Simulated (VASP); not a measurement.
Data:

```yaml
crystal:
  lattice:
    - [3.15346, 0.00000, 0.00000]
    - [-1.57673, 2.73097, 0.00000]
    - [0.00000, 0.00000, 5.56677]
  atoms:
    - { symbol: Ca, position: [0.00000, 0.00000, 0.00000] }
    - { symbol: Ca, position: [0.00000, 0.00000, 0.50000] }
    - { symbol: O, position: [0.33333, 0.66667, 0.25000] }
    - { symbol: O, position: [0.66667, 0.33333, 0.75000] }
```

All values below come from PBEsol GGA, VASP's PBE PAW potentials (set 64) (plane waves; VASP). Numerical set-up: 620 eV cut-off, 8×8×4 Γ-centred mesh, Gaussian smearing of 0.050 eV, potentials Ca_sv O.

**Question.** What does the run give for the energy per atom (σ→0), pressure?

**Answer.** 
The energy per atom (σ→0) comes out as -6.444 eV/atom and the pressure is 20.13 GPa.

The absolute energy has meaning only against runs of the same code, potentials and settings.

The structure was generated: CaO was put into the NiAs type type (P6_3/mmc), which need not be its known phase. It was relaxed first under an external pressure of 20 GPa.
